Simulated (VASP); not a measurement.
Crystal: Be2CdS3.

```xyz
12
Lattice="5.5237 -3.1933 0.0000 5.5237 3.1933 0.0000 0.0000 0.0000 5.9756" Properties=species:S:1:pos:R:3 pbc="T T T"
Be    3.6098   -1.0108    0.0259
Be    7.4375   -1.0108    0.0259
Be    7.4375    1.0108    3.0137
Be    3.6098    1.0108    3.0137
Cd    5.5237    2.0543    5.9724
Cd    5.5237   -2.0543    2.9846
S     7.6540    0.9189    5.1455
S     3.3933    0.9189    5.1455
S     5.5237   -1.8057    5.5268
S     3.3933   -0.9189    2.1577
S     7.6540   -0.9189    2.1577
S     5.5237    1.8057    2.5390
```

The cell was built by a generator and needn't be a form met in nature.

Base run:

```yaml
Program: VASP 6.6.1
Functional: PBE
Potentials_or_basis: VASP PAW PBE potentials, release 64 (Be, Cd, S)
Cutoff: 520 eV
k_mesh: 6 × 6 × 4
Occupations: gaussian, width 0.03 eV
Spin: no spin polarisation
```

Its results: band gap on the k mesh 3.07 eV, direct; pressure 0.0 GPa; largest force 0.004 eV/Å.

**Question.** The run is repeated on the same cell with these changes: functional from PBE to PBEsol. What comes out?

**Answer.** Band gap on the k mesh 2.94 eV, direct; pressure -2.6 GPa; largest force 0.158 eV/Å.

PBEsol binds more tightly than PBE, so the same cell stands under less pressure.

Caveats: the PAW data sets were made with another functional, which shifts forces and pressure a little (some runs).
